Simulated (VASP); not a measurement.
Crystal: SiC.

```xyz
4
Lattice="3.0760 0.0000 0.0000 -1.5380 2.6639 0.0000 0.0000 0.0000 5.0480" Properties=species:S:1:pos:R:3 pbc="T T T"
Si    0.0000    1.7759    0.0000
Si    1.5380    0.8880    2.5240
C     0.0000    1.7759    1.9435
C     1.5380    0.8880    4.4675
```

- Program: VASP 6.6.1
- Task: relaxation of cell and atoms
- Functional: r2SCAN
- Potentials or basis: VASP PAW PBE potentials, release 64 (Si, C)
- Cutoff: 600 eV
- k mesh: 12 × 12 × 6
- Occupations: gaussian, width 0.02 eV
- Spin: no spin polarisation

At the start: pressure -0.2 GPa; volume 10.34 Å³/atom.

Where does the relaxation end?

Over 7 steps the energy falls by 9.3 meV/atom and the volume is 10.32 Å³/atom (-0.2 %); space group P6_3mc (No. 186, to 0.05 Å).

The path:
```
step  energy change (eV)  largest force (eV/Å)  pressure (GPa)  volume (Å³)
   1              0.0000                0.7708           -0.17        41.36
   2             -0.0060                0.6964            0.15        41.30
   3             -0.0345                0.0556           -0.27        41.33
   4             -0.0368                0.0162            0.30        41.23
   5             -0.0370                0.0012            0.16        41.25
   6             -0.0370                0.0004           -0.13        41.31
   7             -0.0370                0.0003            0.00        41.28
```

Final structure:
```
CELL_PARAMETERS angstrom
3.07370 0.00000 0.00000
-1.53685 2.66190 0.00000
0.00000 0.00000 5.04571
ATOMIC_POSITIONS crystal
Si 0.33333 0.66667 0.00460
Si 0.66667 0.33333 0.50460
C 0.33333 0.66667 0.38040
C 0.66667 0.33333 0.88040
```

Caveat: the PAW data sets were made with another functional, which shifts forces and pressure a little.
